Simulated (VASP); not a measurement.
Data:

```xyz
5
Lattice="4.1187 0.0000 0.0000 0.0000 4.1187 0.0000 0.0000 0.0000 4.1187" Properties=species:S:1:pos:R:3 pbc="T T T"
K      0.0000     0.0000     0.0000
Zn     2.0594     2.0594     2.0594
F      2.0594     0.0000     2.0594
F      0.0000     2.0594     2.0594
F      2.0594     2.0594     0.0000
```

Level of theory: optB86b-vdW, VASP's PBE PAW potentials (set 64) (plane waves; VASP 6.6.1). Numerical set-up: 520 eV cut-off, 6×6×6 Γ-centred mesh, Gaussian smearing of 0.050 eV, potentials K_sv Zn F.

Give the stress tensor in GPa (positive for a compressed cell).

```
-2.13   0.00   0.00
 0.00  -2.13   0.00
 0.00   0.00  -2.13
```
The pressure is its mean diagonal, -2.13 GPa.

The compound is KZnF3 in the cubic perovskite structure. This cell is one point of a volume scan, at 1.03 of the reference volume.
